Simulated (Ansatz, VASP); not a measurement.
# MoS2 in two plane-wave programs, part 2 of 2

Aim: how closely do two programs agree when they are given the same cell, functional and k mesh? The structure shown comes from an earlier Ansatz run, which isn't shown and may have moved the atoms alone.

VASP 6.6.1 and Ansatz 0.2.0.

So far: The structure; Ansatz: elastic constants, PBEsol.

**3. VASP: elastic constants, PBEsol**

Level of this step: PBEsol, no spin polarisation; plane waves and PAW (Mo_sv, S) (VASP).

The same cell, functional, mesh and smearing now go to VASP, with its own data sets.

Lines of VASP's logs that name or quote its potential files are left out, and so is its time.

The input, INCAR:

```
SYSTEM = MoS2
PREC = Accurate
ENCUT = 500
EDIFF = 1E-08
NELM = 120
ISMEAR = 0
SIGMA = 0.02
LREAL = .FALSE.
ALGO = Normal
GGA = PS
NBANDS = 32
LASPH = .TRUE.
LORBIT = 11
LWAVE = .FALSE.
LCHARG = .FALSE.
ISIF = 3
IBRION = 6
NFREE = 2
POTIM = 0.015
NSW = 1
GGA_COMPAT = .FALSE.
EFERMI = MIDGAP
KPAR = 2
```

The input, POSCAR:

```
MoS2
1.0
    3.1413450562      0.0000000000      0.0000000000
   -1.5706725281      2.7204846207      0.0000000000
    0.0000000000      0.0000000000     12.5820674875
Mo S
2 4
Direct
    0.3333333333      0.6666666667      0.2500000000
    0.6666666667      0.3333333333      0.7500000000
    0.3333333333      0.6666666667      0.6260881977
    0.6666666667      0.3333333333      0.1260881977
    0.3333333333      0.6666666667      0.8739118023
    0.6666666667      0.3333333333      0.3739118023
```

The input, KPOINTS:

```
Automatic mesh
0
Gamma
9 9 2
0 0 0
```

The projector-augmented-wave data sets are Mo_sv and S (PBE family, release 64).

Launch:

```bash
mpirun -np 2 vasp_std
```

Numbers of over 12 decimals in the logs are rounded to 6 here.

Output:

```text
[banner, memory and clock lines left out]
running    2 mpi-ranks, on    1 nodes
 distrk:  each k-point on    1 cores,    2 groups
 distr:  one band on    1 cores,    1 groups

 POSCAR found type information on POSCAR MoS
 POSCAR found :  2 types and       6 ions
|                                                                             |
|               ----> ADVICE to this user running VASP <----                  |
|                                                                             |
|     You enforced a specific xc type in the INCAR file but a different       |
|     [... a line on the potential file left out ...]
|     I HOPE YOU KNOW WHAT YOU ARE DOING!                                     |
|                                                                             |

 LDA part: xc-table for (Slater+PW92), standard interpolation
 POSCAR, INCAR and KPOINTS ok, starting setup
 FFT: planning ... GRIDC
 FFT: planning ... GRID_SOFT
 FFT: planning ... GRID
 WAVECAR not read
 entering main loop
       N       E                     dE             d eps       ncg     rms          rms(c)
DAV:   1     0.431507512849E+03    0.43151E+03   -0.29193E+04  1728   0.149E+03
DAV:   2    -0.263073538931E+02   -0.45781E+03   -0.44659E+03  1848   0.384E+02
DAV:   3    -0.493432530481E+02   -0.23036E+02   -0.22858E+02  2032   0.758E+01
DAV:   4    -0.497825193926E+02   -0.43927E+00   -0.43861E+00  1856   0.107E+01
DAV:   5    -0.497947985211E+02   -0.12279E-01   -0.12264E-01  2056   0.165E+00    0.367E+01
DAV:   6    -0.476142861870E+02    0.21805E+01   -0.17990E+01  1688   0.237E+01    0.128E+01
DAV:   7    -0.472531630315E+02    0.36112E+00   -0.79535E+00  1720   0.148E+01    0.841E+00
DAV:   8    -0.469042528003E+02    0.34891E+00   -0.13780E+00  1896   0.670E+00    0.296E+00
DAV:   9    -0.469134206563E+02   -0.91679E-02   -0.13994E-01  1992   0.180E+00    0.135E+00
DAV:  10    -0.469052451070E+02    0.81755E-02   -0.57059E-02  1864   0.140E+00    0.337E-01
DAV:  11    -0.469050904552E+02    0.15465E-03   -0.24400E-03  1960   0.288E-01    0.169E-01
DAV:  12    -0.469050088602E+02    0.81595E-04   -0.32637E-04  1936   0.945E-02    0.826E-02
DAV:  13    -0.469050084569E+02    0.40333E-06   -0.16750E-04  2040   0.652E-02    0.150E-02
DAV:  14    -0.469050090556E+02   -0.59869E-06   -0.16172E-05  1824   0.233E-02    0.213E-02
DAV:  15    -0.469050095971E+02   -0.54149E-06   -0.25224E-06  1872   0.886E-03    0.528E-03
DAV:  16    -0.469050093655E+02    0.23158E-06   -0.13469E-06  1880   0.659E-03    0.121E-03
DAV:  17    -0.469050094157E+02   -0.50199E-07   -0.71446E-08  1696   0.154E-03    0.170E-03
DAV:  18    -0.469050093932E+02    0.22492E-07   -0.42927E-09  1176   0.397E-04    0.967E-04
DAV:  19    -0.469050093819E+02    0.11265E-07   -0.46963E-09  1088   0.326E-04    0.255E-04
DAV:  20    -0.469050093817E+02    0.17735E-09   -0.65020E-10  1088   0.122E-04
   1 F= -.46905009E+02 E0= -.46905009E+02  d E =0.000000E+00
[... from here on, the cycles between the ionic steps are left out ...]
   2 F= -.46885748E+02 E0= -.46885748E+02  d E =0.000000E+00
  14 F= -.46902654E+02 E0= -.46902654E+02  d E =0.000000E+00
  15 F= -.46902654E+02 E0= -.46902654E+02  d E =0.000000E+00
  16 F= -.46901504E+02 E0= -.46901504E+02  d E =0.000000E+00
  17 F= -.46901504E+02 E0= -.46901504E+02  d E =0.000000E+00
  18 F= -.46903882E+02 E0= -.46903882E+02  d E =0.000000E+00
  19 F= -.46903882E+02 E0= -.46903882E+02  d E =0.000000E+00
  20 F= -.46903000E+02 E0= -.46903000E+02  d E =0.000000E+00
 Finite differences progress:
  Degree of freedom:  10/ 10
  Displacement:        1/  2
  Total:              19/ 20
 bond charge predicted
       N       E                     dE             d eps       ncg     rms          rms(c)
DAV:   1    -0.469004058564E+02    0.25944E-02   -0.10187E+00  1560   0.351E+00    0.814E-01
DAV:   2    -0.469031908907E+02   -0.27850E-02   -0.34818E-02  1912   0.785E-01    0.338E-01
DAV:   3    -0.469031207502E+02    0.70140E-04   -0.56119E-04  1736   0.127E-01    0.211E-01
DAV:   4    -0.469030926900E+02    0.28060E-04   -0.34746E-04  1848   0.792E-02    0.254E-02
DAV:   5    -0.469030830179E+02    0.96721E-05   -0.61109E-05  1792   0.404E-02    0.261E-02
DAV:   6    -0.469030821092E+02    0.90873E-06   -0.96011E-06  1904   0.139E-02    0.191E-02
DAV:   7    -0.469030818238E+02    0.28540E-06   -0.19796E-06  1784   0.753E-03    0.111E-02
DAV:   8    -0.469030818212E+02    0.25739E-08   -0.85710E-07  1912   0.482E-03    0.169E-03
DAV:   9    -0.469030817890E+02    0.32200E-07   -0.15027E-07  1584   0.175E-03    0.946E-04
DAV:  10    -0.469030817836E+02    0.54242E-08   -0.97570E-09  1144   0.524E-04
  21 F= -.46903082E+02 E0= -.46903082E+02  d E =0.000000E+00
 Finite differences progress:
  Degree of freedom:  10/ 10
  Displacement:        2/  2
  Total:              20/ 20
```

Parts of OUTCAR (step 3):

```text
ion  position               nearest neighbor table
   1  0.333  0.667  0.250-   4 2.39   6 2.39   4 2.39   6 2.39   4 2.39   6 2.39
   2  0.667  0.333  0.750-   3 2.39   5 2.39   3 2.39   5 2.39   3 2.39   5 2.39
   3  0.333  0.667  0.626-   2 2.39   2 2.39   2 2.39
   4  0.667  0.333  0.126-   1 2.39   1 2.39   1 2.39
   5  0.333  0.667  0.874-   2 2.39   2 2.39   2 2.39
   6  0.667  0.333  0.374-   1 2.39   1 2.39   1 2.39

  LATTYP: Found a hexagonal cell.
 ALAT       =     3.1413450562
 C/A-ratio  =     4.0053121394

 Subroutine GETGRP returns: Found 24 space group operations
 (whereof 12 operations were pure point group operations)

The static configuration has the point symmetry D_3d.
 The point group associated with its full space group is D_6h.

 Found     24 irreducible k-points:

   k-points           NKPTS =     24   k-points in BZ     NKDIM =     24   number of bands    NBANDS=     32

   dimension x,y,z NGX =    24 NGY =   24 NGZ =   96
   dimension x,y,z NGXF=    48 NGYF=   48 NGZF=  192

   ENCUT  =  500.0 eV  36.75 Ry    6.06 a.u.   5.73  5.73 22.94*2*pi/ulx,y,z

   NELECT =      52.0000    total number of electrons

 k-points in reciprocal lattice and weights: Automatic mesh
   0.00000000  0.00000000  0.00000000       0.006
   0.11111111 -0.00000000  0.00000000       0.037
   0.22222222  0.00000000  0.00000000       0.037
   0.33333333 -0.00000000  0.00000000       0.037
   0.44444444  0.00000000  0.00000000       0.037
   0.11111111  0.11111111  0.00000000       0.037
   0.22222222  0.11111111  0.00000000       0.074
   0.33333333  0.11111111  0.00000000       0.074
   0.44444444  0.11111111  0.00000000       0.037
[...]
0.33333333  0.22222222  0.50000000       0.074
   0.33333333  0.33333333  0.50000000       0.012

 average (electrostatic) potential at core
       1 -74.5745       2 -74.5743       3 -84.5796       4 -84.5892       5 -84.5814
       6 -84.5906

 E-fermi :   7.7829

 k-point     1 :       0.0000    0.0000    0.0000
  band No.  band energies     occupation
    ...
     22       5.2561      2.00000
     23       5.2561      2.00000
     24       5.9403      2.00000
     25       6.1219      2.00000
     26       7.2467      2.00000
     27       9.5468      0.00000
     28       9.5468      0.00000
     29       9.5676      0.00000
     30       9.5676      0.00000
     31       9.7553      0.00000
    ...

 k-point     2 :       0.1111   -0.0000    0.0000
  band No.  band energies     occupation
    ...
     22       4.9659      2.00000
     23       5.3426      2.00000
     24       6.1323      2.00000
     25       6.2146      2.00000
     26       6.9360      2.00000
     27       9.2826      0.00000
     28       9.3412      0.00000
     29       9.4339      0.00000
     30       9.5284      0.00000
     31       9.5356      0.00000
    ...

 k-point     3 :       0.2222    0.0000    0.0000
  band No.  band energies     occupation
    ...
     22       4.8319      2.00000
     23       5.1358      2.00000
     24       5.8425      2.00000
     25       5.9442      2.00000
     26       6.1176      2.00000
     27       8.5920      0.00000
     28       9.1282      0.00000
     29       9.2999      0.00000
     30       9.3582      0.00000
     31       9.3936      0.00000
    ...

 Eigenvectors and eigenvalues of the dynamical matrix
 ----------------------------------------------------

   1 f  =   14.089214 THz    88.525140 2PiTHz  469.965581 cm-1    58.268280 meV
             X         Y         Z           dx          dy          dz
     -0.000000  1.813656  3.145517     0.000000   -0.000000   -0.446505
      1.570673  0.906828  9.436551     0.000000   -0.000000    0.446505
     -0.000000  1.813656  7.877484    -0.000000    0.000000   -0.387707
      1.570673  0.906828  1.586450    -0.000000    0.000000    0.387707
     -0.000000  1.813656 10.995617    -0.000000    0.000000   -0.387707
      1.570673  0.906828  4.704584    -0.000000    0.000000    0.387707

   2 f  =   14.032038 THz    88.165897 2PiTHz  468.058415 cm-1    58.031821 meV
             X         Y         Z           dx          dy          dz
     -0.000000  1.813656  3.145517    -0.000000    0.000000    0.447610
      1.570673  0.906828  9.436551     0.000000   -0.000000    0.447610
     -0.000000  1.813656  7.877484    -0.000000    0.000000   -0.387069
      1.570673  0.906828  1.586450     0.000000   -0.000000   -0.387069
     -0.000000  1.813656 10.995617    -0.000000    0.000000   -0.387069
      1.570673  0.906828  4.704584     0.000000   -0.000000   -0.387069

   3 f  =   12.176776 THz    76.508941 2PiTHz  406.173534 cm-1    50.359077 meV
             X         Y         Z           dx          dy          dz
     -0.000000  1.813656  3.145517    -0.000000   -0.000000   -0.000000
      1.570673  0.906828  9.436551     0.000000    0.000000   -0.000000
     -0.000000  1.813656  7.877484    -0.000000   -0.000000   -0.500000
      1.570673  0.906828  1.586450     0.000000    0.000000   -0.500000
     -0.000000  1.813656 10.995617    -0.000000   -0.000000    0.500000
      1.570673  0.906828  4.704584     0.000000    0.000000    0.500000

   4 f  =   12.134969 THz    76.246262 2PiTHz  404.779010 cm-1    50.186178 meV
             X         Y         Z           dx          dy          dz
     -0.000000  1.813656  3.145517    -0.000000   -0.000000   -0.000000
      1.570673  0.906828  9.436551    -0.000000   -0.000000    0.000000
     -0.000000  1.813656  7.877484     0.000000    0.000000    0.500000
      1.570673  0.906828  1.586450     0.000000    0.000000   -0.500000
     -0.000000  1.813656 10.995617     0.000000    0.000000   -0.500000
      1.570673  0.906828  4.704584     0.000000    0.000000    0.500000

   5 f  =   11.528390 THz    72.435008 2PiTHz  384.545684 cm-1    47.677567 meV
             X         Y         Z           dx          dy          dz
     -0.000000  1.813656  3.145517    -0.447622   -0.000011   -0.000000
      1.570673  0.906828  9.436551    -0.447622   -0.000011   -0.000000
     -0.000000  1.813656  7.877484     0.387062    0.000009   -0.000000
      1.570673  0.906828  1.586450     0.387062    0.000009    0.000000
     -0.000000  1.813656 10.995617     0.387062    0.000009    0.000000
      1.570673  0.906828  4.704584     0.387062    0.000009   -0.000000

   6 f  =   11.528390 THz    72.435008 2PiTHz  384.545684 cm-1    47.677567 meV
             X         Y         Z           dx          dy          dz
     -0.000000  1.813656  3.145517    -0.000011    0.447622    0.000000
      1.570673  0.906828  9.436551    -0.000011    0.447622   -0.000000
     -0.000000  1.813656  7.877484     0.000009   -0.387062   -0.000000
      1.570673  0.906828  1.586450     0.000009   -0.387062   -0.000000
     -0.000000  1.813656 10.995617     0.000009   -0.387062   -0.000000
      1.570673  0.906828  4.704584     0.000009   -0.387062    0.000000

   7 f  =   11.525295 THz    72.415565 2PiTHz  384.442463 cm-1    47.664769 meV
             X         Y         Z           dx          dy          dz
     -0.000000  1.813656  3.145517     0.446879    0.000006    0.000000
      1.570673  0.906828  9.436551    -0.446879   -0.000006   -0.000000
     -0.000000  1.813656  7.877484     0.387491    0.000005   -0.000000
      1.570673  0.906828  1.586450    -0.387491   -0.000005   -0.000000
     -0.000000  1.813656 10.995617     0.387491    0.000005    0.000000
      1.570673  0.906828  4.704584    -0.387491   -0.000005    0.000000

   8 f  =   11.525295 THz    72.415565 2PiTHz  384.442463 cm-1    47.664769 meV
             X         Y         Z           dx          dy          dz
     -0.000000  1.813656  3.145517     0.000006   -0.446879   -0.000000
      1.570673  0.906828  9.436551    -0.000006    0.446879   -0.000000
     -0.000000  1.813656  7.877484     0.000005   -0.387491   -0.000000
      1.570673  0.906828  1.586450    -0.000005    0.387491    0.000000
     -0.000000  1.813656 10.995617     0.000005   -0.387491   -0.000000
      1.570673  0.906828  4.704584    -0.000005    0.387491   -0.000000

   9 f  =    8.566006 THz    53.821803 2PiTHz  285.731204 cm-1    35.426138 meV
             X         Y         Z           dx          dy          dz
     -0.000000  1.813656  3.145517    -0.000000   -0.000000   -0.000000
      1.570673  0.906828  9.436551    -0.000000   -0.000000    0.000000
     -0.000000  1.813656  7.877484    -0.500000    0.000004   -0.000000
      1.570673  0.906828  1.586450    -0.500000    0.000004    0.000000
     -0.000000  1.813656 10.995617     0.500000   -0.000004    0.000000
      1.570673  0.906828  4.704584     0.500000   -0.000004   -0.000000

  10 f  =    8.566006 THz    53.821803 2PiTHz  285.731204 cm-1    35.426138 meV
             X         Y         Z           dx          dy          dz
     -0.000000  1.813656  3.145517    -0.000000    0.000000    0.000000
      1.570673  0.906828  9.436551    -0.000000   -0.000000   -0.000000
     -0.000000  1.813656  7.877484     0.000004    0.500000   -0.000000
      1.570673  0.906828  1.586450     0.000004    0.500000    0.000000
     -0.000000  1.813656 10.995617    -0.000004   -0.500000   -0.000000
      1.570673  0.906828  4.704584    -0.000004   -0.500000    0.000000

  11 f  =    8.526071 THz    53.570882 2PiTHz  284.399103 cm-1    35.260979 meV
             X         Y         Z           dx          dy          dz
     -0.000000  1.813656  3.145517    -0.000000   -0.000000   -0.000000
      1.570673  0.906828  9.436551     0.000000    0.000000   -0.000000
     -0.000000  1.813656  7.877484     0.500000   -0.000000    0.000000
      1.570673  0.906828  1.586450    -0.500000    0.000000    0.000000
     -0.000000  1.813656 10.995617    -0.500000    0.000000   -0.000000
      1.570673  0.906828  4.704584     0.500000   -0.000000   -0.000000

  12 f  =    8.526071 THz    53.570882 2PiTHz  284.399103 cm-1    35.260979 meV
             X         Y         Z           dx          dy          dz
     -0.000000  1.813656  3.145517     0.000000   -0.000000    0.000000
      1.570673  0.906828  9.436551     0.000000   -0.000000    0.000000
     -0.000000  1.813656  7.877484     0.000000    0.500000   -0.000000
      1.570673  0.906828  1.586450    -0.000000   -0.500000   -0.000000
     -0.000000  1.813656 10.995617    -0.000000   -0.500000    0.000000
      1.570673  0.906828  4.704584     0.000000    0.500000   -0.000000

  13 f  =    1.050465 THz     6.600268 2PiTHz   35.039752 cm-1     4.344374 meV
             X         Y         Z           dx          dy          dz
     -0.000000  1.813656  3.145517    -0.000000   -0.000000    0.548300
      1.570673  0.906828  9.436551    -0.000000   -0.000000   -0.548300
     -0.000000  1.813656  7.877484    -0.000000   -0.000000   -0.315727
      1.570673  0.906828  1.586450    -0.000000   -0.000000    0.315727
     -0.000000  1.813656 10.995617    -0.000000   -0.000000   -0.315727
      1.570673  0.906828  4.704584    -0.000000   -0.000000    0.315727
    [... 43 further lines ...]
     -0.000000  1.813656 10.995617    -0.312832    0.048152   -0.000000
      1.570673  0.906828  4.704584    -0.312832    0.048152   -0.000000

 ELASTIC MODULI CONTR FROM IONIC RELAXATION (kBar)
 Direction    XX          YY          ZZ          XY          YZ          ZX
 --------------------------------------------------------------------------------
 XX        -402.1369   -268.0198   -948.9287      0.0000      0.0000     -0.0000
 YY        -268.0198   -402.1369   -948.9287     -0.0000     -0.0000     -0.0000
 ZZ        -948.9287   -948.9287  -2687.3287     -0.0000      0.0000     -0.0000
 XY           0.0000     -0.0000     -0.0000    -67.0585     -0.0000     -0.0000
 YZ           0.0000     -0.0000      0.0000     -0.0000  -1319.6561      0.0000
 ZX          -0.0000     -0.0000     -0.0000      0.0000      0.0000  -1319.6554
 --------------------------------------------------------------------------------

 TOTAL ELASTIC MODULI (kBar)
 Direction    XX          YY          ZZ          XY          YZ          ZX
 --------------------------------------------------------------------------------
 XX        2252.9227    536.0029     46.0700      0.0000      0.0000     -0.0000
 YY         536.0029   2252.9227     46.0700     -0.0000     -0.0000     -0.0000
 ZZ          46.0700     46.0700    217.2029     -0.0000      0.0000     -0.0000
 XY           0.0000     -0.0000     -0.0000    858.4599     -0.0000     -0.0000
 YZ           0.0000     -0.0000      0.0000     -0.0000    106.9108      0.0000
 ZX          -0.0000     -0.0000     -0.0000      0.0000      0.0000    106.9112
 --------------------------------------------------------------------------------

 total charge
# of ion       s       p       d       tot
------------------------------------------
    1        2.299   6.229   3.988  12.516
    2        2.299   6.229   3.988  12.516
    3        1.358   2.324   0.000   3.682
    4        1.358   2.324   0.000   3.682
    5        1.358   2.324   0.000   3.682
    6        1.358   2.324   0.000   3.682
--------------------------------------------------
tot         10.030  21.755   7.977  39.762

[... 3 further parts left out ...]
```

CONTCAR:

```
MoS2
   1.00000000000000
     3.1413450562000000    0.0000000000000000    0.0000000000000000
    -1.5706725281000000    2.7204846207000002    0.0000000000000000
     0.0000000000000000    0.0000000000000000   12.5820674874999998
  Mo              S
     2     4
Direct
     0.3333333332999970    0.6666666667000030    0.2500000000000000
     0.6666666667000030    0.3333333332999970    0.7500000000000000
     0.3333333332999971    0.6666666667000031    0.6248960247908254
     0.6666666667000030    0.3333333332999970    0.1260881976999997
     0.3333333332999970    0.6666666667000030    0.8739118023000003
     0.6666666667000030    0.3333333332999970    0.3739118023000003
```

This run has no spin polarisation, so a moment on Mo, if there is one, isn't seen.

Levels, forces or a CONTCAR printed for this step are those of its last displaced cell, not of the structure at rest.

**4. Comparison**

Known differences besides the potentials themselves: the cutoff is 590 eV in Ansatz and 500 eV in VASP; Ansatz makes its cores anew for this functional, VASP keeps those of its PBE data sets; VASP takes each elastic constant from one size of strain, Ansatz from those that its log lists. Total energies have different zeros and are not compared.

Both answers:

| quantity | Ansatz | VASP | difference |
| --- | --- | --- | --- |
| C11 (GPa) | 224.6 | 225.3 | -0.29 % |
| C22 (GPa) | 224.6 | 225.3 | -0.29 % |
| C33 (GPa) | 21.0 | 21.7 | -3.20 % |
| C12 (GPa) | 53.4 | 53.6 | -0.29 % |
| C13 (GPa) | 4.5 | 4.6 | -2.13 % |
| C23 (GPa) | 4.5 | 4.6 | -2.13 % |
| C44 (GPa) | 10.8 | 10.7 | +1.26 % |
| C55 (GPa) | 10.8 | 10.7 | +1.26 % |
| C66 (GPa) | 85.6 | 85.8 | -0.29 % |

**5. What came out**

```yaml
difference_in_c33_elastic_constants_pbesol: -3.2 %
```

What this shows: The difference in C33 is -3.2 % (elastic constants, PBEsol), within the 5 % picked in this series as the mark of a large difference. Such differences can come from data sets, numerical settings and the points named under the comparisons, not from the functional's error against experiment.

[Lines on the potential files, build, host, timing and source positions are cut from VASP's logs without a mark.]

[Logs are printed without paths, hosts, clocks, repeated set-up lines and the standing remarks that a program may print on its own settings, such as how far it seeks lower states.]

[Hosts, paths, dates, database ids (printed as entryN), source tags and the programs' standing remarks are cut or masked in the printed files.]
